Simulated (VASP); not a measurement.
Output of a VASP run:

**OSZICAR**
```
       N       E                     dE             d eps       ncg     rms          rms(c)
DAV:   1     0.445638431581E+03    0.44564E+03   -0.23085E+04  1000   0.201E+03
DAV:   2     0.132483773555E+02   -0.43239E+03   -0.42370E+03  1193   0.482E+02
DAV:   3    -0.217970477808E+02   -0.35045E+02   -0.34916E+02  1174   0.152E+02
DAV:   4    -0.226084932981E+02   -0.81145E+00   -0.81044E+00  1592   0.213E+01
DAV:   5    -0.226181309181E+02   -0.96376E-02   -0.96292E-02  1320   0.189E+00    0.114E+01
DAV:   6    -0.202825173901E+02    0.23356E+01   -0.86462E+00  1468   0.407E+01    0.690E+00
DAV:   7    -0.203451589659E+02   -0.62642E-01   -0.15102E+00  1043   0.850E+00    0.447E+00
DAV:   8    -0.203597452754E+02   -0.14586E-01   -0.58398E-01  1319   0.156E+01    0.163E+00
DAV:   9    -0.203246041341E+02    0.35141E-01   -0.92781E-02  1566   0.900E+00    0.672E-01
DAV:  10    -0.203205193826E+02    0.40848E-02   -0.93538E-02  1481   0.759E+00    0.316E-01
DAV:  11    -0.203199746181E+02    0.54476E-03   -0.15709E-02  1448   0.177E+00    0.757E-02
DAV:  12    -0.203200664337E+02   -0.91816E-04   -0.72661E-04  1068   0.213E-01    0.756E-02
DAV:  13    -0.203200690004E+02   -0.25667E-05   -0.58326E-05  1343   0.159E-01    0.731E-02
DAV:  14    -0.203201550760E+02   -0.86076E-04   -0.39474E-04  1203   0.617E-01    0.836E-02
DAV:  15    -0.203200765440E+02    0.78532E-04   -0.15489E-04  1290   0.105E-01    0.433E-02
DAV:  16    -0.203200604592E+02    0.16085E-04   -0.27012E-05  1225   0.570E-02    0.283E-02
DAV:  17    -0.203200525316E+02    0.79276E-05   -0.10096E-05  1354   0.550E-02    0.179E-02
DAV:  18    -0.203200487158E+02    0.38158E-05   -0.71551E-06  1321   0.575E-02    0.960E-03
DAV:  19    -0.203200474131E+02    0.13028E-05   -0.75008E-06  1328   0.382E-02    0.102E-03
DAV:  20    -0.203200475635E+02   -0.15039E-06   -0.13535E-06  1410   0.999E-03    0.216E-03
DAV:  21    -0.203200475646E+02   -0.10969E-08   -0.38487E-08   551   0.398E-03
   1 F= -.21077678E+02 E0= -.21077678E+02  d E =0.000000E+00
```

OUTCAR:
```
------------------------ aborting loop because EDIFF is reached ----------------------------------------
 Edisp (eV)   -0.75763
  FORCE on cell =-STRESS in cart. coord.  units (eV):
  Direction    XX          YY          ZZ          XY          YZ          ZX
  --------------------------------------------------------------------------------------
  Total       0.07355     0.07355     0.07355     0.00000    -0.00000     0.00000
  in kB       1.71117     1.71117     1.71117     0.00000    -0.00000     0.00000
  external pressure =        1.71 kB  Pullay stress =        0.00 kB
  volume of cell :       68.87
      direct lattice vectors                 reciprocal lattice vectors
     4.098951864  0.000000000  0.000000000     0.243964807  0.000000000  0.000000000
     0.000000000  4.098951864  0.000000000     0.000000000  0.243964807  0.000000000
     0.000000000  0.000000000  4.098951864     0.000000000  0.000000000  0.243964807
 POSITION                                       TOTAL-FORCE (eV/Angst)
 -----------------------------------------------------------------------------------
      0.00000      0.00000      0.00000         0.000000      0.000000      0.000000
      2.04948      2.04948      2.04948         0.000000      0.000000      0.000000
      2.04948      0.00000      2.04948         0.000000      0.000000      0.000000
      0.00000      2.04948      2.04948         0.000000      0.000000      0.000000
      2.04948      2.04948      0.00000         0.000000      0.000000      0.000000
 -----------------------------------------------------------------------------------
    total drift:                                0.000000      0.000000     -0.000000
  FREE ENERGIE OF THE ION-ELECTRON SYSTEM (eV)
  ---------------------------------------------------
  free  energy   TOTEN  =       -21.0776780237 eV

  energy  without entropy=      -21.0776780237  energy(sigma->0) =      -21.07767802

 total charge

# of ion       s       p       d       tot
------------------------------------------
    1        1.954   5.588   0.021   7.563
    2        0.333   0.348   9.938  10.619
    3        1.733   4.359   0.000   6.092
    4        1.733   4.359   0.000   6.092
    5        1.733   4.359   0.000   6.092
--------------------------------------------------
tot          7.487  19.013   9.959  36.459

 Electric field gradients after diagonalization (V/A^2)
 (convention: |V_zz| > |V_xx| > |V_yy|)
----------------------------------------------------------------------
 ion       V_xx      V_yy      V_zz     asymmetry (V_yy - V_xx)/ V_zz
----------------------------------------------------------------------
   1      -0.000     0.000    -0.000      -1.066
   2      -0.000    -0.000    -0.000      -0.046
   3     -51.407   -51.407   102.813       0.000
   4     -51.407   -51.407   102.813       0.000
   5     -51.407   -51.407   102.813       0.000
```
(Selected blocks of OUTCAR.)

POSCAR:
```
KZnF3
1
    4.0989518637     0.0000000000     0.0000000000
    0.0000000000     4.0989518637     0.0000000000
    0.0000000000     0.0000000000     4.0989518637
K Zn F
1 1 3
Direct
  0.0000000000   0.0000000000   0.0000000000
  0.5000000000   0.5000000000   0.5000000000
  0.5000000000   0.0000000000   0.5000000000
  0.0000000000   0.5000000000   0.5000000000
  0.5000000000   0.5000000000   0.0000000000
```

Question: Reconstruct the remaining input files.

Answer: Several could match; the one computed here: the input of the run itself, PBE GGA with D3 dispersion (Becke-Johnson damping), plane waves, VASP's PBE PAW potentials (set 64).

File KPOINTS:
```
Automatic mesh
0
Gamma
6 6 6
0 0 0
```

**INCAR**
```
! general
SYSTEM   =  KZnF3
PREC     =  Accurate
ENCUT    =  520
LREAL    =  .False.
LASPH    =  .True.

! electronic loop
EDIFF    =  1E-7
NELM     =  100
ALGO     =  Normal
LMAXMIX  =  4

! smearing
ISMEAR   =  -5

! functional
GGA      =  PE
IVDW     =  12

! ions
ISIF     =  2

! output
LWAVE    =  .False.
LCHARG   =  .True.
LORBIT   =  11
NEDOS    =  601

! other
LEFG     =  .True.
```

POTCAR, in this order: K_sv Zn F (PBE.64 set). Program: vasp_std.

The compound is KZnF3 in the cubic perovskite structure. It was relaxed first.
